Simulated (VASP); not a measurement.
```xyz
4
Lattice="1.9194 -3.3245 0.0000 1.9194 3.3245 0.0000 0.0000 0.0000 6.2955" Properties=species:S:1:pos:R:3 pbc="T T T"
Zn     1.9194    -1.1082     3.1493
Zn     1.9194     1.1082     0.0015
S      1.9194    -1.1082     5.5070
S      1.9194     1.1082     2.3593
```

The numbers are results of optB88-vdW, VASP's PBE PAW potentials (set 64) (plane waves; VASP), not measurements. Run with 520 eV cut-off, 8×8×4 Γ-centred mesh, tetrahedra with Blöchl corrections, potentials Zn S.

Task: Estimate the energy per atom (σ→0).

Result: 
```json
{
  "energy per atom (σ→0)": "-1.092 eV/atom"
}
```

Total energies compare only between runs with the same potentials, cut-off and functional.

The compound is ZnS in the wurtzite structure, the high-temperature form. It was relaxed first.
